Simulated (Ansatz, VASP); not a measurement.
**Two plane-wave programs on Re12Se**

```xyz
13
Lattice="5.5200 0.0000 0.0000 2.7600 4.7805 0.0000 0.0000 0.0000 15.4574" Properties=species:S:1:pos:R:3 pbc="T T T"
Re    0.0000    0.0000    1.0000
Re    2.7600    0.0000    1.0000
Re    1.3800    2.3902    1.0000
Re    4.1400    2.3902    1.0000
Re   -0.0113    1.5869    3.1748
Re    2.7713    1.5869    3.1748
Re    1.3800    3.9967    3.1748
Re    4.1400    3.9837    3.0495
Re    0.0337   -0.0195    5.4580
Re    2.7262   -0.0195    5.4580
Re    1.3800    2.3902    5.2470
Re    4.1400    2.4291    5.4580
Se    4.1399    0.7967    7.3694
```

Alike in both runs: functional PBE; k mesh 3 × 3 × 1; occupations fermi-dirac, width 0.1 eV; no spin polarisation.

Ansatz relaxed the structure, and its values are those at the end. VASP's run is a single point on that final structure, the one shown.

|  | VASP | Ansatz |
| --- | --- | --- |
| version | VASP 6.6.1 | Ansatz 0.2.0 |
| potentials or method | VASP PAW PBE potentials, release 64 (Re, Se) | scalar-relativistic, plane waves, PAW |
| plane-wave cutoff (eV) | 520 | 420 |
| valence electrons in the cell | 90 | 196 |

```csv
,VASP,Ansatz,Ansatz less VASP
rms of the force components (eV/Å),0.057,0.052,-0.0043
```

The two sets of potentials don't hold the same shells in valence. Ansatz warned: «xc_potential_rough_in_thin_density».

Caveats: the k mesh is coarse (spacing up to 0.44 Å⁻¹), so the values aren't converged. Spin-orbit coupling is left out, which matters for the levels of Re.
